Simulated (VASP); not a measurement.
VASP runs on Ce (space group Pm-3m) share one base input (PBE GGA, plane waves, VASP's PBE PAW potentials (set 64)) and change the settings named in each case.

### INCAR
```
LMAXMIX = 6   ! l cut-off of mixed one-centre charges
ENCUT = 300   ! plane-wave cut-off (eV)
ISMEAR = -1   ! Fermi-Dirac
LWAVE = .FALSE.
ALGO = Normal   ! blocked Davidson
SIGMA = 0.1   ! width (eV)
MAGMOM = 1.0
LREAL = .FALSE.   ! projection in real space or not
LCHARG = .FALSE.
GGA = PE   ! PBE
ISIF = 2
LORBIT = 11
NELM = 100   ! most electronic steps
LASPH = .TRUE.
ISPIN = 2   ! spin-polarised
EDIFF = 1E-6
PREC = Accurate
SYSTEM = Ce
```

### KPOINTS
```
Automatic mesh
0
Gamma
13 13 13
0 0 0
```

**POSCAR**
```
Ce
3.375740
  1.0000000000   0.0000000000   0.0000000000
  0.0000000000   1.0000000000   0.0000000000
  0.0000000000   0.0000000000   1.0000000000
Ce
1
Cart
  0.0000000000   0.0000000000   0.0000000000
```

POTCAR, in this order: Ce (PBE.64 set). Program: vasp_std.

```json
[
 {"change": "base run", "E(σ→0) (eV/atom)": "-5.1798", "pressure (GPa)": "-5.37", "−TS (eV)": "-0.1885"},
 {"change": "GGA removed, POTCAR Ce (LDA.64 set)", "E(σ→0) (eV/atom)": "-5.7773", "pressure (GPa)": "[?]", "−TS (eV)": "[?]"},
 {"change": "GGA_COMPAT = .FALSE., ISPIN removed, LNONCOLLINEAR = .TRUE., LSORBIT = .TRUE., MAGMOM = 0.0 0.0 1.0, program vasp_ncl", "E(σ→0) (eV/atom)": "-5.5419", "pressure (GPa)": "[?]", "−TS (eV)": "[?]"},
 {"change": "KPOINTS 5×5×5 Γ-centred mesh", "E(σ→0) (eV/atom)": "-5.1697", "pressure (GPa)": "-5.73", "−TS (eV)": "-0.1912"}
]
```

Q: What belongs in the gaps?

A: 
- GGA_COMPAT = .FALSE., ISPIN removed, LNONCOLLINEAR = .TRUE., LSORBIT = .TRUE., MAGMOM = 0.0 0.0 1.0, program vasp_ncl, pressure (GPa): -5.31
- GGA_COMPAT = .FALSE., ISPIN removed, LNONCOLLINEAR = .TRUE., LSORBIT = .TRUE., MAGMOM = 0.0 0.0 1.0, program vasp_ncl, −TS (eV): -0.1935
- GGA removed, POTCAR Ce (LDA.64 set), pressure (GPa): -9.10
- GGA removed, POTCAR Ce (LDA.64 set), −TS (eV): -0.2155

Energies of different potentials or functionals have different zeros.  At 300 eV the pressure can carry a Pulay error.

Left out are runs that ran out of time, are held back, or changed the cell or the kind of run, fixed moments of cells without a moment, rows past the twelfth, gaps on odd meshes, pressures of charged cells and columns that move by less than the noise.

The structure was generated: Ce was put into an ordered model structure, which need not be its known phase. The cell was not relaxed at this level. VASP warned that the highest band is occupied, so more bands are needed.
